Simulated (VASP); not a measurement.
Data:

```yaml
crystal:
  lattice:
    - [1.59483, -2.76233, 0.00000]
    - [1.59483, 2.76233, 0.00000]
    - [0.00000, 0.00000, 5.19213]
  atoms:
    - { symbol: Ga, position: [0.66667, 0.33333, 0.50013] }
    - { symbol: Ga, position: [0.33333, 0.66667, 0.00013] }
    - { symbol: N, position: [0.66667, 0.33333, 0.87687] }
    - { symbol: N, position: [0.33333, 0.66667, 0.37687] }
```

Computed with r2SCAN meta-GGA, VASP's PBE PAW potentials (set 64) (plane waves; VASP 6.6.1). Numerical set-up: 520 eV cut-off, 11×11×6 Γ-centred mesh, tetrahedra with Blöchl corrections, potentials Ga_d N.

Predict the energy per atom (σ→0), band gap (over mesh and band path) with the smallest direct gap where there is one.

The band gap (over mesh and band path) comes out as 2.30 eV and the smallest direct gap (over mesh and band path) is 2.30 eV. The energy per atom (σ→0) is -1057.0 kJ/mol of atoms.

Total energies compare only between runs with the same potentials, cut-off and functional.

The compound is GaN in the wurtzite structure. It was relaxed first.
